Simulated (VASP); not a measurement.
An input for Quantum ESPRESSO's pw.x (written as the equivalent of a VASP run, and not itself run):

```
&CONTROL
  calculation = 'scf'
  pseudo_dir = './pseudo'
  outdir = './out'
  tprnfor = .true.
  tstress = .true.
/
&SYSTEM
  ibrav = 0
  nat = 2
  ntyp = 2
  ecutwfc = 84
  occupations = 'tetrahedra'
  input_dft = 'pbesol'
/
&ELECTRONS
  conv_thr = 7.3e-09
  electron_maxstep = 100
/
ATOMIC_SPECIES
  Mg 24.305 Mg.upf
  Zr 91.224 Zr.upf
CELL_PARAMETERS angstrom
     3.0159463   -0.0000000    0.0000000
    -1.5079732    2.6118864   -0.0000000
    -0.0000000    0.0000000    5.4667209
ATOMIC_POSITIONS crystal
  Mg   1.0000000  0.0000000  0.0000000
  Zr   0.6666670  0.3333330  0.5000000
K_POINTS automatic
  16 16 8 0 0 0
```

Q: Write the VASP files for the same calculation (PBEsol).

A: One answer among several that fit: 
POSCAR:
```
MgZr
1
    3.0159463471    -0.0000000000     0.0000000000
   -1.5079731736     2.6118864369    -0.0000000000
   -0.0000000000     0.0000000000     5.4667209169
Mg Zr
1 1
Direct
  1.0000000000   0.0000000000   0.0000000000
  0.6666670000   0.3333330000   0.5000000000
```

File KPOINTS:
```
Automatic mesh
0
Gamma
 16 16 8
0 0 0
```

INCAR:
```
SYSTEM = MgZr
PREC = Accurate; ENCUT = 400; LREAL = .FALSE.
LASPH = .TRUE.
EDIFF = 1E-7; NELM = 100; ALGO = Normal
LMAXMIX = 4
ISMEAR = -5
GGA = PS
ISIF = 2
LWAVE = .FALSE.; LCHARG = .TRUE.; LORBIT = 11
NEDOS = 601
```

POTCAR, in this order: Mg Zr_sv (PBE.64 set). Program: vasp_std.

Limits of the translation: the potentials are each code's own (VASP's PAW set, PseudoDojo norm-conserving files in pw.x), so ENCUT and ecutwfc are chosen apart and not converted; conv_thr bounds pw.x's estimated SCF error, while EDIFF bounds the energy change between steps.

The structure comes from a computed database's MgZr entry (P-6m2); how it stands against other phases isn't given here. It was relaxed first.
